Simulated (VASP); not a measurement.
A convergence study with VASP on Be2C (antifluorite): one setting is varied, all else stays as given below, so the limit is that of these other settings. Each run relaxes cell and ions from the cell shown. The basis is that of the starting cell, so low cut-offs carry a Pulay error.

```xyz
3
Lattice="0.0000 2.1700 2.1700 2.1700 0.0000 2.1700 2.1700 2.1700 0.0000" Properties=species:S:1:pos:R:3 pbc="T T T"
Be     1.0850     1.0850     1.0850
Be     3.2550     3.2550     3.2550
C      0.0000     0.0000     0.0000
```

Calculation: PBE GGA, VASP's PBE PAW potentials (set 64) (plane waves; VASP). The tightest run used: 800 eV cut-off, 8×8×8 Γ-centred mesh, Gaussian smearing of 0.050 eV, potentials Be C.

Gaps are read on the run's mesh, which can miss a band edge.

```csv
setting,relaxed volume (Å³/atom),E (eV/atom),gap on the mesh (eV),plane waves
ENCUT = 250,6.327,-5.8497,1.078,200
ENCUT = 300,6.537,-5.8314,1.161,259
ENCUT = 350,6.669,-5.8224,1.157,314
ENCUT = 400,6.732,-5.8196,1.153,388
```

**Question.** These are the cheaper rows. Estimate the results at ENCUT = 800, and how far the last row shown lies from them.

**Answer.** 
```tsv
quantity	tightest run	last row shown is off by
relaxed volume (Å³/atom)	6.766	-0.034
E (eV/atom)	-5.8207	0.0011
gap on the mesh (eV)	1.159	-0.006
```

Left out are rungs that failed or repeat a setting and relaxations that didn't move; long series are thinned to 24 rows.

The compound is Be2C in the antifluorite structure.
